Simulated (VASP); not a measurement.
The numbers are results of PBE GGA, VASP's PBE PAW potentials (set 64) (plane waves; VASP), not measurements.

VASP ran on this input.

File POSCAR:
```
Pt
1
    0.0000000000     1.9829815263     1.9829815263
    1.9829815263    -0.0000000000     1.9829815263
    1.9829815263     1.9829815263     0.0000000000
Pt
1
Direct
  0.0000000000   0.0000000000   0.0000000000
```

INCAR:
```
ALGO = Normal
EDIFF = 1E-6
EDIFFG = -0.01
ENCUT = 400
GGA = PE
IBRION = 2
ISIF = 3
ISMEAR = 1
LASPH = .True.
LCHARG = .False.
LMAXMIX = 6
LREAL = .False.
LWAVE = .False.
NELM = 100
NSW = 60
PREC = Accurate
SIGMA = 0.1
SYSTEM = Pt
```

File KPOINTS:
```
Automatic mesh
0
Gamma
14 14 14
0 0 0
```

POTCAR, in this order: Pt (PBE.64 set). Program: vasp_std.

What will the output report for the number of irreducible k-points (NKPTS), number of bands (NBANDS), largest plane-wave count, number of space-group operations, FFT grid (NGX, NGY, NGZ)?

```yaml
number of irreducible k-points (NKPTS): 104
number of bands (NBANDS): 9
largest_plane_wave_count: 296
number_of_space_group_operations: 48
FFT grid (NGX, NGY, NGZ): 18 × 18 × 18
```

The compound is Pt in the fcc structure. It was relaxed first. The start is the result of an earlier pass.
